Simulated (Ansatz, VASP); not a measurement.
# BAs in two plane-wave programs, part 2 of 2

Wanted: the spread between two codes on one cell, functional and k mesh. The cell is taken from a series of runs on this material, whose earlier steps may have relaxed, scaled, displaced or heated it; both programs get it as it stands.

VASP 6.6.1 and Ansatz 0.2.0.

So far. Step 5 (Ansatz: single point, LDA, pair 2): The run ends at a pressure of -2.53 GPa, with forces up to 3.8e-4 eV/Å. Step 6 (VASP: single point, LDA, pair 2): The run ends at a pressure of -1.78 GPa, with forces up to 0.0051 eV/Å.

## 8. Ansatz: single point, LDA, pair 3

Level of this step: Ansatz beside VASP: Kohn-Sham DFT, plane waves, LDA (Ansatz).

With cell and atoms fixed, the geometry can't cause a difference; cores, projectors, grids and the points listed under the comparison can. The cell compared in this pair holds 26.76 Å³, against 26.98 Å³ for the pair before.

The cell is taken from a series of runs on this material, whose earlier steps may have relaxed, scaled, displaced or heated it; both programs get it as it stands.

input.yaml reads:

```yaml
crystal:
  lattice:
    - [-1.6720353014, -0.9653500314, 2.7635566862]
    - [1.6720353014, -0.9653500314, 2.7635566862]
    - [0.0, 1.9307000627, 2.7635566862]
  atoms:
    - { symbol: B, position: [-0.000352583, -0.000352583, -0.000352583] }
    - { symbol: As, position: [0.750352583, 0.750352583, 0.750352583] }
kpoints:
  mp_grid: { grid: [8, 8, 8] }
hamiltonian:
  xc: lda
scf:
  occupations: { method: fermi_dirac, width: 0.02 }
  n_extra_bands: 4
output:
  eigenvalues: true
  forces: true
  stress: true
```

On the command line:

```
$ ansatz run input.yaml --threads 8 --pin off --max-ram 18432MiB --backend cpu --events-out ev --progress --plain --runs-dir out
```

Numbers of over 12 decimals in the logs are rounded to 6 here.

Log:

```text
[...]
Crystal: 2 atoms, lattice volume = 26.764 Å³
Basis set: ecut = 420 eV, 531 PW (Γ)
Bands: 13, of which v1, the nominal top of the filled ones, is band 9 counted from 1 (8 counted from 0)
Symmetry: 6 space group operations
[...]
k-points: 65 of 512 (time reversal used)
[...]
--- Band table (eV; the first three rows and the last of 65) ---
  k-point 0: bands = [... 5 lower, -4.4256, 11.0641, 11.1646, 11.1646, 14.2643, 14.4712, 14.4712, 16.0283]
  k-point 1: bands = [... 5 lower, -4.1644, 9.1934, 10.6270, 10.7092, 14.5099, 14.9132, 15.0586, 17.2656]
  k-point 2: bands = [... 5 lower, -3.4033, 6.1845, 9.9103, 9.9738, 14.2114, 15.7251, 15.8498, 19.0791]
  k-point 64: bands = [... 5 lower, -1.5980, 2.2445, 9.3683, 9.3683, 14.0738, 15.9858, 15.9858, 19.9568]
[key lines of the parts left out:]
SCF converged after 6 iterations
Free energy (F): -4923.522799 eV
Fermi energy:    11.699444 eV
P = ⅓ Tr σ = -1.4545 GPa (-14.545 kbar)
```

The run ends at a pressure of -1.45 GPa, with forces up to 1.6e-4 eV/Å.

## 9. VASP: single point, LDA, pair 3

The same cell, functional (in two slightly different forms), mesh and smearing now go to VASP, with its own data sets.

INCAR reads:

```
SYSTEM = BAs
PREC = Accurate
ENCUT = 500
EDIFF = 1E-06
NELM = 120
ISMEAR = -1
SIGMA = 0.02
LREAL = .FALSE.
ALGO = Normal
GGA = PW92
NBANDS = 10
LORBIT = 11
LWAVE = .FALSE.
LCHARG = .FALSE.
ISIF = 2
LASPH = .TRUE.
GGA_COMPAT = .FALSE.
EFERMI = MIDGAP
```

POSCAR reads:

```
BAs
1.0
   -1.6720353014     -0.9653500314      2.7635566862
    1.6720353014     -0.9653500314      2.7635566862
    0.0000000000      1.9307000627      2.7635566862
B As
1 1
Direct
    0.9996474170      0.9996474170      0.9996474170
    0.7503525830      0.7503525830      0.7503525830
```

KPOINTS reads:

```
Automatic mesh
0
Gamma
8 8 8
0 0 0
```

Potentials, in the order of the species: B and As (LDA family, release 64).

On the command line:

```
$ mpirun -np 1 vasp_std
```

Log:

```text
[... set-up lines as in an earlier step ...]
 entering main loop
       N       E                     dE             d eps       ncg     rms          rms(c)
DAV:   1     0.108021788561E+02    0.10802E+02   -0.37924E+03  1308   0.687E+02
DAV:   2    -0.130538923490E+02   -0.23856E+02   -0.22784E+02  1776   0.106E+02
DAV:   3    -0.136843025767E+02   -0.63041E+00   -0.62938E+00  1556   0.171E+01
DAV:   4    -0.136858586654E+02   -0.15561E-02   -0.15560E-02  1560   0.971E-01
[...]
DAV:  10    -0.129228300069E+02   -0.65696E-05   -0.85734E-05  1426   0.559E-02    0.138E-02
DAV:  11    -0.129228313911E+02   -0.13843E-05   -0.16536E-06  1524   0.946E-03    0.127E-02
DAV:  12    -0.129228312405E+02    0.15061E-06   -0.72603E-07   822   0.388E-03
   1 F= -.12922831E+02 E0= -.12922831E+02  d E =-.274796E-13
```

Parts of OUTCAR (step 9):

```text
  Total        0.0946263      0.0946263     -0.5277250      0.0000000      0.0000000      0.0000000
  in kB        5.6646450      5.6646450    -31.5913644      0.0000000      0.0000000      0.0000000
  external PRESSURE =      -6.7540248 kB  Pullay stress =       0.0000000 kB

 POSITION                                       TOTAL-FORCE (eV/Angst)
 -----------------------------------------------------------------------------------
      0.00000     -0.00000      8.28775         0.000000      0.000000     -0.003228
      0.00000     -0.00000      6.22093         0.000000     -0.000000      0.003228
 -----------------------------------------------------------------------------------
    total drift:                               -0.000000      0.000000      0.000162

  FREE ENERGIE OF THE ION-ELECTRON SYSTEM (eV)
  ---------------------------------------------------
  free  energy   TOTEN  =       -12.9228312405 eV

  energy  without entropy=      -12.9228312405  energy(sigma->0) =      -12.92283124

[... 1 part as in an earlier step ...]

[... 2 further parts left out ...]
[key lines of the parts left out:]
E-fermi :   6.9422
```

The run ends at a pressure of -0.68 GPa, with forces up to 0.0032 eV/Å.

## 10. Side by side

What differs besides the data sets and the points named for the pairs above, as far as they apply: the data sets hold 18 valence electrons in Ansatz (on its default PAW (the set named soft_2) files) and 8 in VASP. Total energies have different zeros and are not compared.

Compared:

```
              quantity  Ansatz   VASP  difference
        pressure (GPa)   -1.45  -0.68       -0.78
gap on the k mesh (eV)   1.092  1.087      +0.004
```

At this near-relaxed geometry the largest component of a force difference is 3 meV/Å. A gap on the mesh is an upper bound, since the band edges may lie between its points.

## 11. Outcome

| Quantity | Value |
| --- | --- |
| difference in gap on the k mesh (single point, LDA, pair 1) | 0.0041 eV |
| difference in pressure (single point, LDA, pair 1) | -0.78 GPa |
| difference in gap on the k mesh (single point, LDA, pair 2) | 0.0040 eV |
| difference in pressure (single point, LDA, pair 2) | -0.75 GPa |
| difference in gap on the k mesh (single point, LDA, pair 3) | 0.0042 eV |
| difference in pressure (single point, LDA, pair 3) | -0.78 GPa |

The difference in pressure is -0.78 GPa (single point, LDA, pair 3), within the 1 GPa picked in this series as the mark of a large difference. The data sets hold unlike numbers of valence electrons (18 in Ansatz and 8 in VASP), so part of the differences comes from the potentials. 5 further runs of this series are not shown here. Such differences can come from data sets, numerical settings and the points named under the comparisons, not from the functional's error against experiment.

[Lines on the potential files, build, host, timing and source positions are cut from VASP's logs without a mark.]

[Logs are printed without paths, hosts, clocks, repeated set-up lines and the standing remarks that a program may print on its own settings, such as how far it seeks lower states.]

[Hosts, paths, dates, database ids (printed as entryN), source tags and the programs' standing remarks are cut or masked in the printed files.]
